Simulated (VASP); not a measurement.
YTl, 2 atoms in the cell. It takes space group R-3m (No. 166, trigonal). The conventional cell has a = 3.720 Å, b = 3.720 Å, c = 14.073 Å, α = 90.00°, β = 90.00°, γ = 120.00°. Tl (site symmetry -3m) has 6 Y at 3.18 Å as nearest neighbours. Around Y (site symmetry -3m) lie 6 Tl at 3.18 Å. The cell comes from a database or a generator and needn't be the stable form of this composition. The cell isn't the ideal one: In -> Y on all its sites, cell and atoms relaxed.

* Program: VASP 6.6.1
* Task: single point
* Functional: PBEsol
* Potentials or basis: VASP PAW PBE potentials, release 64 (Tl_d, Y_sv)
* Cutoff: 520 eV
* k mesh: 15 × 15 × 15
* Occupations: gaussian, width 0.1 eV
* Spin: no spin polarisation
* Dipole correction: no
* Further INCAR settings: ALGO = Fast; EDIFF = 1e-06; NBANDS = 19

Potentials or basis: VASP PAW PBE potentials, release 64 (Tl_d, Y_sv).

Run with:

```console
$ cat potpaw_PBE.64/Tl_d/POTCAR potpaw_PBE.64/Y_sv/POTCAR > POTCAR
$ mpirun -np 1 vasp_std > vasp.out
```

Hardware: 1 thread of Intel(R) Xeon(R) Platinum 8488C (Sapphire Rapids), with other jobs on the host.

Question: Estimate the wall time of this run.

Answer: Run time: 7.5 min on 1 thread of Intel(R) Xeon(R) Platinum 8488C (Sapphire Rapids), on a shared host, peak memory 0.59 GiB. Counts: scf iterations 16, k points 344.
